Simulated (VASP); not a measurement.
Crystal: V.

```
V
1.0
    -1.47968    1.47968    1.47968
     1.47968   -1.47968    1.47968
     1.47968    1.47968   -1.47968
V
1
Cartesian
  0.0000 2.9594 0.0000
```

Base run:

* Program: VASP 6.6.1
* Functional: PBEsol
* Potentials or basis: VASP PAW PBE potentials, release 64 (V_sv)
* Cutoff: 520 eV
* k mesh: 20 × 20 × 20
* Occupations: gaussian, width 0.5 eV
* Spin: no spin polarisation

Its results: band gap on the k mesh none (metal or under the smearing width); pressure 1.3 GPa.

**Question.** After a change of settings the same cell gave: band gap on the k mesh none (metal or under the smearing width); pressure 5.5 GPa. Which change was it?
A. k mesh from 20 × 20 × 20 to 30 × 30 × 30; occupations from gaussian, width 0.5 eV to gaussian, width 0.1 eV
B. functional from PBEsol to r2SCAN; occupations from gaussian, width 0.5 eV to gaussian, width 0.1 eV
C. cutoff from 520 eV to 900 eV; occupations from gaussian, width 0.5 eV to gaussian, width 0.1 eV

**Answer.** B.

Caveats: the PAW data sets were made with another functional, which shifts forces and pressure a little.

Not every run made on this cell is shown here.
